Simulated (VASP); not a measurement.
Consider the following.

```xyz
6
Lattice="7.3676 0.0000 0.0000 -3.6838 6.3805 0.0000 0.0000 0.0000 23.8237" Properties=species:S:1:pos:R:3 pbc="T T T"
K      0.0000     4.2537     8.4048
K     -3.6838     6.3805     9.7652
K      3.6838     2.1268    10.8937
K      0.0000     4.2537    12.9300
K      0.0000     0.0000    14.0585
K      3.6838     2.1268    15.4189
```

Calculation: PBEsol GGA, VASP's PBE PAW potentials (set 64) (plane waves; VASP). Run with PREC = Normal, 400 eV cut-off, 5×5×1 Γ-centred mesh, first-order Methfessel-Paxton smearing of 0.10 eV, potentials K_sv.

Question: Estimate the energy per atom (σ→0), band gap (on the k-mesh) with the smallest direct gap where there is one.

Answer: 
```
Property                                                    Result
------------------------  ----------------------------------------
band gap (on the k-mesh)  none (metal, semimetal or under 0.01 eV)
energy per atom (σ→0)                               -0.978 eV/atom
```

The absolute energy has meaning only against runs of the same code, potentials and settings.

The cell is a thin slab with vacuum, built from K (bcc): (111) face.
